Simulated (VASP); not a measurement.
BaY: band structure with AM05

Crystal: BaY.

```xyz
2
Lattice="4.4204 0.0000 0.0000 0.0000 4.4204 0.0000 0.0000 0.0000 4.4204" Properties=species:S:1:pos:R:3 pbc="T T T"
Ba    0.0000    0.0000    0.0000
Y     2.2102    2.2102    2.2102
```

The cell was built by a generator and needn't be a form met in nature.

```
Program                : VASP 6.6.1
Task                   : band structure
Functional             : AM05
Potentials or basis    : VASP PAW PBE potentials, release 64 (Ba_sv, Y_sv)
Cutoff                 : 520 eV
k mesh                 : 6 × 6 × 6
Occupations            : fermi-dirac, width 0.05 eV
Spin                   : no spin polarisation
Further INCAR settings : ALGO = Normal; EDIFF = 1e-06; NBANDS = 18
```

* Band gap along the path: none (metal or under the smearing width)

Levels at the corners of the path, in eV from the Fermi level:
```tsv
point	band 7	band 8	band 9	band 10	band 11	band 12	band 13	band 14	band 15	band 16
Γ	-13.04	-13.04	-3.67	-1.04	-1.04	1.54	1.54	1.54	3.51	3.51
X	-13.02	-13.02	-1.35	-1.29	0.17	1.03	1.47	1.47	2.13	2.21
X	-13.02	-13.02	-1.35	-1.29	0.17	1.03	1.47	1.47	2.13	2.21
M	-13.30	-12.98	-1.87	-1.03	0.35	0.35	1.37	1.37	2.54	2.86
M	-13.30	-12.98	-1.87	-1.03	0.35	0.35	1.37	1.37	2.54	2.86
Γ	-13.04	-13.04	-3.67	-1.04	-1.04	1.54	1.54	1.54	3.51	3.51
Γ	-13.04	-13.04	-3.67	-1.04	-1.04	1.54	1.54	1.54	3.51	3.51
R	-13.29	-13.29	-0.14	-0.14	-0.14	0.63	0.63	0.63	2.83	2.93
R	-13.29	-13.29	-0.14	-0.14	-0.14	0.63	0.63	0.63	2.83	2.93
X	-13.02	-13.02	-1.35	-1.29	0.17	1.03	1.47	1.47	2.13	2.21
M	-13.30	-12.98	-1.87	-1.03	0.35	0.35	1.37	1.37	2.54	2.86
R	-13.29	-13.29	-0.14	-0.14	-0.14	0.63	0.63	0.63	2.83	2.93
```

Run time: 77 s on 1 thread of Intel(R) Xeon(R) Platinum 8488C (Sapphire Rapids), with other jobs on the host, peak memory 0.27 GiB.

Caveat: the log is that of the step along the path at fixed density, whose energy, stress, charges and moments have no meaning; spin-orbit coupling is left out, which moves the levels of the heavy elements.
